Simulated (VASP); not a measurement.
OSZICAR of a VASP run on GaAs (zinc blende):

**OSZICAR**
```
       N       E                     dE             d eps       ncg     rms          rms(c)
DAV:   1     0.813381396693E+02    0.81338E+02   -0.92805E+03   918   0.188E+03
DAV:   2    -0.214289523518E+01   -0.83481E+02   -0.80735E+02   990   0.326E+02
DAV:   3    -0.832046016800E+01   -0.61776E+01   -0.61474E+01  1150   0.752E+01
DAV:   4    -0.842142461999E+01   -0.10096E+00   -0.10093E+00  1013   0.108E+01
DAV:   5    -0.842354021093E+01   -0.21156E-02   -0.21153E-02  1133   0.136E+00    0.282E+00
DAV:   6    -0.828587986199E+01    0.13766E+00   -0.25591E-01  1423   0.943E+00    0.170E+00
DAV:   7    -0.826825700060E+01    0.17623E-01   -0.69285E-02  1185   0.210E+00    0.558E-01
DAV:   8    -0.826902914364E+01   -0.77214E-03   -0.10278E-02  1055   0.141E+00    0.956E-02
DAV:   9    -0.826942255614E+01   -0.39341E-03   -0.10691E-03  1089   0.464E-01    0.543E-02
DAV:  10    -0.826948754135E+01   -0.64985E-04   -0.80343E-05  1229   0.100E-01    0.295E-02
DAV:  11    -0.826954052311E+01   -0.52982E-04   -0.83580E-05   980   0.781E-02    0.380E-03
DAV:  12    -0.826954089923E+01   -0.37613E-06   -0.14320E-06  1103   0.192E-02    0.153E-03
DAV:  13    -0.826954133930E+01   -0.44007E-06   -0.57491E-07  1020   0.650E-03    0.588E-04
DAV:  14    -0.826954131988E+01    0.19421E-07   -0.14603E-08   625   0.168E-03
   1 F= -.87053159E+01 E0= -.87053159E+01  d E =0.000000E+00
```

Question: Which electronic solver shows in the log?

Answer: It is blocked Davidson (ALGO = Normal, or the opening steps of other solvers). The INCAR had ALGO = Normal.

Question: Can the final energy be trusted as converged?

Answer: The calculation finished and met its thresholds. It stopped with EDIFF = 1E-7, NELM = 100 (PBE GGA with D3 dispersion (zero damping), plane waves, VASP's PBE PAW potentials (set 64)).

The compound is GaAs in the zinc blende structure. It was relaxed first.
